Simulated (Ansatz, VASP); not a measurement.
# Cross-check of EuPPt3 between VASP and Ansatz, part 2 of 2

Aim: how closely do two programs agree when they are given the same cell, functional and k mesh?  The cell comes out of the VASP series on this material, whose earlier steps may have relaxed, scaled or displaced it; both programs get it as it stands.

VASP 6.6.1 and Ansatz 0.2.0.

So far: Set-up; Ansatz: relaxation of cell and atoms, PBEsol, DFT+U.

### Step 3. VASP: relaxation of cell and atoms, PBEsol, DFT+U

Level of this step: PBEsol, DFT+U (Eu f 8 eV, Pt d 4.5 eV), spin-polarised from an antiferromagnetic start; plane waves and PAW (Pt, Eu, P) (VASP).

The same cell, functional, mesh and smearing now go to VASP, with its own data sets and cutoff.

Lines of VASP's logs that name or quote its potential files are left out, and so is its time.

Contents of INCAR:

```
SYSTEM = EuPPt3
PREC = Accurate
ENCUT = 450
EDIFF = 1E-06
NELM = 150
ISMEAR = -1
SIGMA = 0.05
LREAL = .FALSE.
ALGO = Normal
GGA = PS
NBANDS = 69
ISPIN = 2
MAGMOM = 0 0 0 0 0 0 7 -7 0 0
LDAU = .TRUE.
LDAUTYPE = 2
LDAUL = 2 3 -1
LDAUU = 4.5 8 0
LDAUJ = 0 0 0
LDAUPRINT = 1
LASPH = .TRUE.
LMAXMIX = 6
AMIX = 0.2
BMIX = 1E-04
AMIX_MAG = 0.8
BMIX_MAG = 1E-04
LORBIT = 11
LWAVE = .FALSE.
LCHARG = .FALSE.
KPAR = 4
IBRION = 2
NSW = 60
ISIF = 3
EDIFFG = -0.01
```

Contents of POSCAR:

```
EuPPt3
1.0
    5.7060990265      0.0000000000      0.0000000000
    0.0000000000      5.7060990265      0.0000000000
    0.0000000000      0.0000000000      5.2972832776
Pt Eu P
6 2 2
Direct
    0.7500000000      0.2500000000      0.5000000000
    0.7500000000      0.7500000000      0.5000000000
    0.2500000000      0.7500000000      0.5000000000
    0.2500000000      0.2500000000      0.5000000000
    0.5000000000      0.0000000000      0.8605007662
    0.0000000000      0.5000000000      0.1394992338
    0.5000000000      0.5000000000      0.0000000000
    0.0000000000      0.0000000000      0.0000000000
    0.5000000000      0.0000000000      0.2767311861
    0.0000000000      0.5000000000      0.7232688139
```

Contents of KPOINTS:

```
Automatic mesh
0
Gamma
4 4 4
0 0 0
```

PAW data sets: Pt, Eu and P (PBE family, release 64).

Launch:

```
$ mpirun -np 4 vasp_std
```

Numbers of over 12 decimals in the logs are rounded to 6 here.

Output:

```text
[banner, memory and clock lines left out]
running    4 mpi-ranks, on    1 nodes
 distrk:  each k-point on    1 cores,    4 groups
 distr:  one band on    1 cores,    1 groups

 POSCAR found type information on POSCAR PtEuP
 POSCAR found :  3 types and      10 ions
|                                                                             |
|               ----> ADVICE to this user running VASP <----                  |
|                                                                             |
|     You enforced a specific xc type in the INCAR file but a different       |
|     [... a line on the potential file left out ...]
|     I HOPE YOU KNOW WHAT YOU ARE DOING!                                     |
|                                                                             |

 LDA part: xc-table for (Slater+PW92), standard interpolation
 POSCAR, INCAR and KPOINTS ok, starting setup
 FFT: planning ... GRIDC
 FFT: planning ... GRID_SOFT
 FFT: planning ... GRID
 WAVECAR not read
 entering main loop
       N       E                     dE             d eps       ncg     rms          rms(c)
DAV:   1     0.899481169355E+03    0.89948E+03   -0.38166E+04  8131   0.520E+03
DAV:   2     0.129248529061E+03   -0.77023E+03   -0.69915E+03  8855   0.812E+02
DAV:   3    -0.339444970967E+02   -0.16319E+03   -0.15185E+03  7803   0.228E+02
DAV:   4    -0.512682519171E+02   -0.17324E+02   -0.16899E+02  8777   0.734E+01
DAV:   5    -0.540858318319E+02   -0.28176E+01   -0.28041E+01  9659   0.249E+01    0.736E+01
DAV:   6    -0.655399500024E+02   -0.11454E+02   -0.13723E+01  9034   0.357E+01    0.426E+01
DAV:   7    -0.658731354679E+02   -0.33319E+00   -0.42542E+00  9888   0.474E+01    0.260E+01
DAV:   8    -0.659327044993E+02   -0.59569E-01   -0.10654E+00  9888   0.139E+01    0.168E+01
DAV:   9    -0.659637845215E+02   -0.31080E-01   -0.36192E-01  9659   0.786E+00    0.980E+00
DAV:  10    -0.659814738459E+02   -0.17689E-01   -0.91357E-02  9548   0.240E+00    0.449E+00
DAV:  11    -0.659900127830E+02   -0.85389E-02   -0.31655E-02  9808   0.215E+00    0.209E+00
DAV:  12    -0.659898566614E+02    0.15612E-03   -0.10139E-02  9414   0.182E+00    0.207E+00
DAV:  13    -0.659917091499E+02   -0.18525E-02   -0.12112E-02  9233   0.427E-01    0.121E+00
DAV:  14    -0.659923964204E+02   -0.68727E-03   -0.26056E-03  9819   0.567E-01    0.499E-01
DAV:  15    -0.659924204698E+02   -0.24049E-04   -0.87672E-04  9189   0.133E-01    0.280E-01
DAV:  16    -0.659924276632E+02   -0.71934E-05   -0.21638E-04  9538   0.722E-02    0.145E-01
DAV:  17    -0.659924271874E+02    0.47576E-06   -0.51145E-05  9061   0.639E-02    0.129E-01
DAV:  18    -0.659924263823E+02    0.80513E-06   -0.13035E-05  6604   0.378E-02    0.587E-02
DAV:  19    -0.659924274627E+02   -0.10804E-05   -0.12900E-05  6426   0.256E-02    0.419E-02
DAV:  20    -0.659924274146E+02    0.48070E-07   -0.10486E-06  3799   0.205E-02
   1 F= -.65992427E+02 E0= -.65984505E+02  d E =-.659924E+02  mag=    -0.0000
 curvature:   0.00 expect dE= 0.000E+00 dE for cont linesearch  0.000E+00
 trial: gam= 0.00000 g(F)=  0.201E-05 g(S)=  0.454E-04 ort = 0.000E+00 (trialstep = 0.100E+01)
 search vector abs. value=  0.474E-04
 reached required accuracy - stopping structural energy minimisation
```

From OUTCAR (step 3):

```text
ion  position               nearest neighbor table
   1  0.750  0.250  0.500-   9 2.34  10 2.34   5 2.78   6 2.78   2 2.85   4 2.85   2 2.85   4 2.85
                             7 3.33   8 3.33   7 3.33   8 3.33
   2  0.750  0.750  0.500-   9 2.34  10 2.34   5 2.78   6 2.78   1 2.85   3 2.85   1 2.85   3 2.85
                             7 3.33   8 3.33   7 3.33   8 3.33
   3  0.250  0.750  0.500-   9 2.34  10 2.34   5 2.78   6 2.78   2 2.85   4 2.85   4 2.85   2 2.85
                             7 3.33   8 3.33   7 3.33   8 3.33
   4  0.250  0.250  0.500-   9 2.34  10 2.34   5 2.78   6 2.78   1 2.85   3 2.85   3 2.85   1 2.85
                             7 3.33   8 3.33   7 3.33   8 3.33
   5  0.500  0.000  0.861-   9 2.20   2 2.78   3 2.78   4 2.78   1 2.78   8 2.95   7 2.95   7 2.95
                             8 2.95   9 3.09
   6  0.000  0.500  0.139-  10 2.20   2 2.78   3 2.78   4 2.78   1 2.78   8 2.95   7 2.95   8 2.95
                             7 2.95  10 3.09
   7  0.500  0.500  0.000-   5 2.95   6 2.95   5 2.95   6 2.95   9 3.21   9 3.21  10 3.21  10 3.21
                             1 3.33   2 3.33   3 3.33   4 3.33   1 3.33   2 3.33   3 3.33   4 3.33
   8  0.000  0.000  0.000-   5 2.95   6 2.95   6 2.95   5 2.95   9 3.21  10 3.21  10 3.21   9 3.21
                             1 3.33   2 3.33   3 3.33   4 3.33   1 3.33   2 3.33   3 3.33   4 3.33
   9  0.500  0.000  0.277-   5 2.20   2 2.34   3 2.34   4 2.34   1 2.34   5 3.09   7 3.21   8 3.21
                             7 3.21   8 3.21
  10  0.000  0.500  0.723-   6 2.20   2 2.34   3 2.34   4 2.34   1 2.34   6 3.09   8 3.21   7 3.21
                             8 3.21   7 3.21

  LATTYP: Found a simple tetragonal cell.
 ALAT       =     5.7060990265
 C/A-ratio  =     0.9283545997

 Subroutine GETGRP returns: Found 16 space group operations
 (whereof  8 operations were pure point group operations)

The static configuration has the point symmetry D_2d.
 The point group associated with its full space group is D_4h.

 Found     18 irreducible k-points:

   k-points           NKPTS =     18   k-points in BZ     NKDIM =     18   number of bands    NBANDS=     69

   dimension x,y,z NGX =    40 NGY =   40 NGZ =   40
   dimension x,y,z NGXF=    80 NGYF=   80 NGZF=   80

   ENCUT  =  450.0 eV  33.07 Ry    5.75 a.u.   9.87  9.87  9.16*2*pi/ulx,y,z

   NELECT =     104.0000    total number of electrons

 k-points in reciprocal lattice and weights: Automatic mesh
   0.00000000  0.00000000  0.00000000       0.016
   0.25000000  0.00000000  0.00000000       0.062
   0.50000000  0.00000000  0.00000000       0.031
   0.25000000  0.25000000  0.00000000       0.062
   0.50000000  0.25000000  0.00000000       0.062
   0.50000000  0.50000000  0.00000000       0.016
   0.00000000  0.00000000  0.25000000       0.031
   0.25000000  0.00000000  0.25000000       0.125
   0.50000000  0.00000000  0.25000000       0.062
[...]
0.50000000  0.25000000  0.50000000       0.062
   0.50000000  0.50000000  0.50000000       0.016

atom =   1  type =  1  l = 2

 onsite density matrix

spin component  1

  0.8955 -0.0194 -0.0100 -0.0194  0.0000
 -0.0194  0.8678 -0.0048 -0.0399  0.0043
 -0.0100 -0.0048  0.8729 -0.0048 -0.0000
 -0.0194 -0.0399 -0.0048  0.8678 -0.0043
  0.0000  0.0043 -0.0000 -0.0043  0.8226

spin component  2

 occupancies and eigenvectors

  o =  0.8165  v = -0.3421 -0.6531 -0.1726 -0.6531 -0.0000  0.0000  0.0000  0.0000  0.0000  0.0000      0.0000  0.0000  0.0000  0.0000  0.0000  0.0000  0.0000  0.0000  0.0000  0.0000
  o =  0.8165  v =  0.0000  0.0000  0.0000  0.0000  0.0000 -0.3421 -0.6531 -0.1726 -0.6531 -0.0000      0.0000  0.0000  0.0000  0.0000  0.0000  0.0000  0.0000  0.0000  0.0000  0.0000
  o =  0.8222  v = -0.0000 -0.0503 -0.0000  0.0503  0.9975  0.0000  0.0000  0.0000  0.0000  0.0000      0.0000  0.0000  0.0000  0.0000  0.0000  0.0000  0.0000  0.0000  0.0000  0.0000
  o =  0.8222  v =  0.0000  0.0000  0.0000  0.0000  0.0000 -0.0000 -0.0503 -0.0000  0.0503  0.9975      0.0000  0.0000  0.0000  0.0000  0.0000  0.0000  0.0000  0.0000  0.0000  0.0000
  o =  0.8730  v =  0.0000  0.0000  0.0000  0.0000  0.0000 -0.1439  0.1648 -0.9618  0.1648  0.0000      0.0000  0.0000  0.0000  0.0000  0.0000  0.0000  0.0000  0.0000  0.0000  0.0000
  o =  0.8730  v = -0.1439  0.1648 -0.9618  0.1648  0.0000  0.0000  0.0000  0.0000  0.0000  0.0000      0.0000  0.0000  0.0000  0.0000  0.0000  0.0000  0.0000  0.0000  0.0000  0.0000
[...]
o =  0.9767  v =  0.0000  0.0000  0.0000  0.0000  0.0000  0.0000  0.0000 -0.0000  0.0000  0.0000 -0.0000 -0.6660  0.0000 -0.7460      0.0000  0.0000  0.0000  0.0000  0.0000  0.0000  0.0000  0.0000  0.0000  0.0000  0.0000  0.0000  0.0000  0.0000
  o =  0.9771  v =  0.0000  0.0000  0.0000  0.0000  0.0000  0.0000  0.0000  0.0000 -0.0000 -0.0000 -1.0000  0.0000  0.0000  0.0000      0.0000  0.0000  0.0000  0.0000  0.0000  0.0000  0.0000  0.0000  0.0000  0.0000  0.0000  0.0000  0.0000  0.0000

 average (electrostatic) potential at core
       1 -64.9885       2 -64.9885       3 -64.9885       4 -64.9885       5 -64.6563
       6 -64.6563       7 -31.8147       8 -31.8147       9 -81.3617      10 -81.3617

 E-fermi :   8.0001

 spin component 1
 k-point     1 :       0.0000    0.0000    0.0000
  band No.  band energies     occupation
    ...
     49       6.9020      1.00000
     50       6.9463      1.00000
     51       6.9463      1.00000
     52       7.3753      1.00000
     53       7.6429      0.99921
     54       8.5567      0.00001
     55       8.5567      0.00001
     56      10.3469      0.00000
     57      10.3469      0.00000
     58      10.5510      0.00000
    ...

 k-point     2 :       0.2500    0.0000    0.0000
  band No.  band energies     occupation
    ...
     49       6.9020      1.00000
     50       6.9660      1.00000
     51       7.0886      1.00000
     52       7.5636      0.99984
     53       7.5724      0.99981
     54       8.5185      0.00003
     55       9.6549      0.00000
     56       9.9105      0.00000
     57       9.9451      0.00000
     58      10.8996      0.00000
    ...

 k-point     3 :       0.5000    0.0000    0.0000
  band No.  band energies     occupation
    ...
     47       6.8555      1.00000
     48       6.8629      1.00000
     49       6.8763      1.00000
     50       7.0144      1.00000
     51       7.2807      1.00000
     52       8.2717      0.00436
     53       8.2877      0.00317
     54       8.5258      0.00003
     55       8.5865      0.00001
     56      10.0472      0.00000
    ...

 k-point     4 :       0.2500    0.2500    0.0000
  band No.  band energies     occupation
    ...
     49       6.9779      1.00000
     50       7.0196      1.00000
     51       7.1978      1.00000
     52       7.2792      1.00000
     53       7.5632      0.99984
     54       8.6876      0.00000
     55       8.6914      0.00000
     56      10.6274      0.00000
     57      10.6431      0.00000
     58      11.1159      0.00000
    ...

 k-point     5 :       0.5000    0.2500    0.0000
  band No.  band energies     occupation
    ...
     49       6.9305      1.00000
     50       7.2403      1.00000
     51       7.3847      1.00000
     52       7.7074      0.99714
     53       7.7094      0.99702
     54       8.4485      0.00013
     55       8.4901      0.00006
     56      10.6714      0.00000
     57      10.9720      0.00000
     58      11.1307      0.00000
    ...

 k-point     6 :       0.5000    0.5000    0.0000
  band No.  band energies     occupation
    ...
     49       6.8828      1.00000
     50       7.4520      0.99998
     51       7.4520      0.99998
     52       7.8197      0.97362
     53       7.8517      0.95116
     54       8.3038      0.00230
     55       8.3038      0.00230
     56      10.8905      0.00000
     57      11.0025      0.00000
     58      11.0469      0.00000
    ...

  Total        0.0295020      0.0295020      0.0875394      0.0000000      0.0000000      0.0000000
  in kB        0.2740498      0.2740498      0.8131718      0.0000000      0.0000000      0.0000000
  external PRESSURE =       0.4537572 kB  Pullay stress =       0.0000000 kB

  energy-cutoff  :      450.00
  volume of cell :      172.48
      direct lattice vectors                 reciprocal lattice vectors
     5.706099026  0.000000000  0.000000000     0.175251077  0.000000000  0.000000000
     0.000000000  5.706099026  0.000000000     0.000000000  0.175251077  0.000000000
     0.000000000  0.000000000  5.297283278     0.000000000  0.000000000  0.188776010

 POSITION                                       TOTAL-FORCE (eV/Angst)
 -----------------------------------------------------------------------------------
      4.27957      1.42652      2.64864         0.000000     -0.000000     -0.000000
      4.27957      4.27957      2.64864        -0.000000      0.000000      0.000000
      1.42652      4.27957      2.64864        -0.000000      0.000000      0.000000
      1.42652      1.42652      2.64864        -0.000000      0.000000     -0.000000
      2.85305      0.00000      4.55832         0.000000     -0.000000      0.004543
      0.00000      2.85305      0.73897         0.000000     -0.000000     -0.004543
      2.85305      2.85305      0.00000        -0.000000     -0.000000      0.000000
      0.00000      0.00000      0.00000         0.000000     -0.000000      0.000000
      2.85305      0.00000      1.46592         0.000000     -0.000000     -0.000453
      0.00000      2.85305      3.83136         0.000000     -0.000000      0.000453
 -----------------------------------------------------------------------------------
    total drift:                                0.000000     -0.000000     -0.000000

  FREE ENERGIE OF THE ION-ELECTRON SYSTEM (eV)
  ---------------------------------------------------
  free  energy   TOTEN  =       -65.9924274146 eV

  energy  without entropy=      -65.9765828402  energy(sigma->0) =      -65.98450513

 reached required accuracy - stopping structural energy minimisation

 total charge
# of ion       s       p       d       f       tot
--------------------------------------------------
    1        0.638   0.548   8.586   0.000   9.772
    2        0.638   0.548   8.586   0.000   9.772
    3        0.638   0.548   8.586   0.000   9.772
    4        0.638   0.548   8.586   0.000   9.772
    5        0.743   0.462   8.731   0.000   9.936
    6        0.743   0.462   8.731   0.000   9.936
    7        2.038   5.754   0.312   6.832  14.936
    8        2.038   5.754   0.312   6.832  14.936
    9        0.995   1.439   0.000   0.000   2.434
   10        0.995   1.439   0.000   0.000   2.434
--------------------------------------------------
tot         10.102  17.506  52.428  13.663  93.699

 magnetization (x)
# of ion       s       p       d       f       tot
--------------------------------------------------
    1        0.000   0.000   0.000   0.000   0.000
    2        0.000   0.000   0.000   0.000   0.000
    3        0.000   0.000   0.000   0.000   0.000
    4        0.000   0.000   0.000   0.000   0.000
    5        0.000   0.000   0.000   0.000   0.000
    6        0.000   0.000   0.000   0.000   0.000
    7       -0.010  -0.100   0.046   6.803   6.738
    8        0.010   0.100  -0.046  -6.803  -6.738
    9        0.000   0.000   0.000   0.000   0.000
   10        0.000   0.000   0.000   0.000   0.000
--------------------------------------------------
tot          0.000   0.000   0.000  -0.000  -0.000

[... 1 further part left out ...]
```

A U on the itinerant d states of such a compound is hard to justify; it moves the bands at the Fermi level and favours large moments. The run keeps the 16 symmetry operations of its start, so it cannot find a distortion of lower symmetry.

### Step 4. Differences

Known differences besides the PAW data sets themselves: U acts on the PAW sphere in VASP and on atomic orbitals in Ansatz, so only states and trends compare; both relaxations stop at a tolerance, which leaves soft axes loose, and VASP keeps its plane-wave basis; the data sets hold 152 valence electrons in Ansatz (default PAW (the set named soft_2) files) and 104 in VASP; the cutoff is 420 eV in Ansatz and 450 eV in VASP; Ansatz makes its cores anew for this functional, VASP keeps those of its PBE data sets; Ansatz adds a Pulay correction to the stress that steers its cell, VASP none; site moments are counted in spheres of each program's own size. Total energies have different zeros and are not compared.

The two programs side by side:

| quantity | Ansatz | VASP | difference |
| --- | --- | --- | --- |
| volume (Å³) | 182.56 | 172.48 | +5.85 % |
| edge a after relaxation, in the typed setting (Å) | 5.818 | 5.706 | +1.96 % |
| edge c after relaxation, in the typed setting (Å) | 5.394 | 5.297 | +1.82 % |
| moment on Eu7 (μB) | 6.86 | 6.74 | +0.12 |
| moment on Eu8 (μB) | -6.86 | -6.74 | -0.12 |

The walks stopped with 0.00 GPa left in Ansatz and 0.05 GPa in VASP; each walk ends within a tolerance, so the volume difference is uncertain by about these residues over the bulk modulus, most in soft cells.

### Step 5. Results

| Quantity | Value |
| --- | --- |
| difference in moment on Eu7 (relaxation of cell and atoms, PBEsol, DFT+U) | 0.12 μB |
| difference in volume (relaxation of cell and atoms, PBEsol, DFT+U) | +5.8 % |

In words: The difference in moment on Eu7 is 0.12 μB (relaxation of cell and atoms, PBEsol, DFT+U). Among the rows given in per cent, the largest difference of the relaxation of cell and atoms, PBEsol, DFT+U pair is in volume, +5.8 %. How closely two codes agree says nothing of how well the functional describes the real material.

[Lines on the potential files, build, host, timing and source positions are cut from VASP's logs without a mark.]

[Logs are printed without paths, hosts, clocks, repeated set-up lines and the standing remarks that a program may print on its own settings, such as how far it seeks lower states.]

[Hosts, paths, dates, database ids (printed as entryN), source tags and the programs' standing remarks are cut or masked in the printed files.]
